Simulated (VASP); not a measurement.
HfIn4SiO6:

```
Hf In Si O
1.0
     5.69867    0.00381    0.01559
    -0.70506    6.10815   -0.00575
    -2.73718   -1.39557    6.63076
Hf In Si O
1 4 1 6
Direct
  0.11793 0.01556 0.13292
  0.38842 0.99901 0.72891
  0.75865 0.00842 0.49586
  0.23461 0.48841 0.53300
  0.59649 0.48211 0.20528
  0.86778 0.44029 0.85544
  0.55316 0.38738 0.79290
  0.93454 0.38483 0.65596
  0.98414 0.26218 0.00347
  0.99083 0.69806 0.98452
  0.08665 0.06493 0.39374
  0.48680 0.10883 0.21799
```

The cell was built by a generator and needn't be a form met in nature.

Program: VASP 6.6.1. Alike in all runs: level PBE; potentials or basis VASP PAW PBE potentials, release 64 (Hf_pv, In_d, Si, O); cell as given; k mesh 5 × 5 × 4; cutoff (eV) 520; smearing fermi-dirac 0.05 eV. Hardware: 4 MPI ranks on AMD EPYC 7R13 Processor (Zen 3), with other jobs on the host.

Order these runs on this cell by their wall time, lowest first.
A. task density of states; spin off; k mesh for the DOS 8 × 8 × 6; occupations for the DOS tetrahedron
B. task electric field gradients; spin off
C. task band structure; spin SOC, no magnetisation

B (300 s), A (850 s), C (3000 s).

Caveats: spin-orbit coupling is left out, which moves the levels of the heavy elements (some runs); an odd mesh through Γ misses points on the zone boundary, where band edges often lie (some runs).
